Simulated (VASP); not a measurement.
These are LDA (Ceperley-Alder, Perdew-Zunger), VASP's LDA PAW potentials (set 64) (plane waves; VASP 6.6.1) values and carry that method's errors.

VASP ran on this input.

**INCAR**
```
# general
SYSTEM  = SnSe2
PREC    = Accurate
ENCUT   = 520
LREAL   = .FALSE.
LASPH   = .TRUE.

# electronic loop
EDIFF   = 1E-7
NELM    = 100
ALGO    = Normal
LMAXMIX = 4

# smearing
ISMEAR  = -5

# ions
ISIF    = 2

# output
LWAVE   = .FALSE.
LCHARG  = .TRUE.
LORBIT  = 11
NEDOS   = 601

# other
LEFG    = .TRUE.
```

**KPOINTS**
```
Automatic mesh
0
Gamma
8 8 4
0 0 0
```

**POSCAR**
```
SnSe2
3.8048460
  0.5000000351  -0.8660255199   0.0000000000
  0.5000000351   0.8660255199   0.0000000000
  0.0000000000   0.0000000000   1.5530617106
Sn Se
1 2
Cartesian
  0.0000000000   0.0000000000   0.0000000000
  0.5000000351   0.2886757506   0.4141099114
  0.5000000351  -0.2886757506   1.1389517992
```

POTCAR, in this order: Sn_d Se (LDA.64 set). Program: vasp_std.

Output

File OSZICAR:
```
       N       E                     dE             d eps       ncg     rms          rms(c)
DAV:   1     0.192099715194E+03    0.19210E+03   -0.12484E+04  1192   0.174E+03
DAV:   2     0.716199677245E+01   -0.18494E+03   -0.18227E+03  1280   0.393E+02
DAV:   3    -0.134002316187E+02   -0.20562E+02   -0.20140E+02  1511   0.120E+02
DAV:   4    -0.140659472602E+02   -0.66572E+00   -0.66486E+00  1428   0.222E+01
DAV:   5    -0.140807379780E+02   -0.14791E-01   -0.14787E-01  1778   0.346E+00    0.528E+00
DAV:   6    -0.138272783040E+02    0.25346E+00   -0.58144E-01  1774   0.842E+00    0.338E+00
DAV:   7    -0.137960687708E+02    0.31210E-01   -0.14055E-01  1455   0.257E+00    0.953E-01
DAV:   8    -0.137929607681E+02    0.31080E-02   -0.98414E-03  1495   0.103E+00    0.258E-01
DAV:   9    -0.137927213929E+02    0.23938E-03   -0.10392E-03  1373   0.248E-01    0.744E-02
DAV:  10    -0.137927200983E+02    0.12947E-05   -0.91273E-05  1629   0.700E-02    0.263E-02
DAV:  11    -0.137927219186E+02   -0.18203E-05   -0.12278E-05  1344   0.222E-02    0.482E-03
DAV:  12    -0.137927217242E+02    0.19439E-06   -0.86125E-07  1580   0.678E-03    0.418E-03
DAV:  13    -0.137927217652E+02   -0.41025E-07   -0.18695E-07  1083   0.363E-03
   1 F= -.13792722E+02 E0= -.13792722E+02  d E =0.000000E+00
```

OUTCAR:
```
------------------------ aborting loop because EDIFF is reached ----------------------------------------
  FORCE on cell =-STRESS in cart. coord.  units (eV):
  Direction    XX          YY          ZZ          XY          YZ          ZX
  --------------------------------------------------------------------------------------
  Total       -0.0242217     -0.0242217      0.0192205      0.0000000      0.0000000      0.0000000
  in kB       -0.5238224     -0.5238224      0.4156667      0.0000000      0.0000000      0.0000000
  external PRESSURE =      -0.2106594 kB  Pullay stress =       0.0000000 kB
  volume of cell :       74.09
      direct lattice vectors                 reciprocal lattice vectors
     1.902423133 -3.295093735  0.000000000     0.262822708 -0.151740752  0.000000000
     1.902423133  3.295093735  0.000000000     0.262822708  0.151740752  0.000000000
     0.000000000  0.000000000  5.909160637     0.000000000  0.000000000  0.169228772
 POSITION                                       TOTAL-FORCE (eV/Angst)
 -----------------------------------------------------------------------------------
      0.00000      0.00000      0.00000         0.000000      0.000000     -0.000000
      1.90242      1.09837      1.57562        -0.000000     -0.000000      0.029959
      1.90242     -1.09837      4.33354         0.000000     -0.000000     -0.029959
 -----------------------------------------------------------------------------------
    total drift:                                0.000000     -0.000000      0.000000
  FREE ENERGIE OF THE ION-ELECTRON SYSTEM (eV)
  ---------------------------------------------------
  free  energy   TOTEN  =       -13.7927217652 eV

  energy  without entropy=      -13.7927217652  energy(sigma->0) =      -13.79272177

 total charge

# of ion       s       p       d       tot
------------------------------------------
    1        1.083   1.055  10.100  12.238
    2        1.492   2.299   0.030   3.821
    3        1.492   2.299   0.030   3.821
--------------------------------------------------
tot          4.067   5.653  10.160  19.881
```
(Selected blocks of OUTCAR.)

The compound is SnSe2 in the 1T layered structure. It was relaxed first.
